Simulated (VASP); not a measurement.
Data:

```
CELL_PARAMETERS angstrom
      0.00000     2.72639     2.72639
      2.72639     0.00000     2.72639
      2.72639     2.72639     0.00000
ATOMIC_POSITIONS crystal
  K  0.00000 0.00000 0.00000
  F  0.50000 0.50000 0.50000
```

Computed with vdW-DF2, VASP's PBE PAW potentials (set 64) (plane waves; VASP 6.6.1). Run with 520 eV cut-off, 8×8×8 Γ-centred mesh, Gaussian smearing of 0.050 eV, potentials K_sv F.

Q: Predict the energy per atom (σ→0), band gap (on the k-mesh) with the smallest direct gap where there is one.

A: 
* **band gap (on the k-mesh)**: 5.61 eV
* **smallest direct gap (on the k-mesh)**: 5.61 eV
* **energy per atom (σ→0)**: -2.477 eV/atom

Only differences to runs with the same potentials and settings are physical.

The compound is KF in the rock salt structure. This cell is one point of a volume scan, at 1.03 of the reference volume.
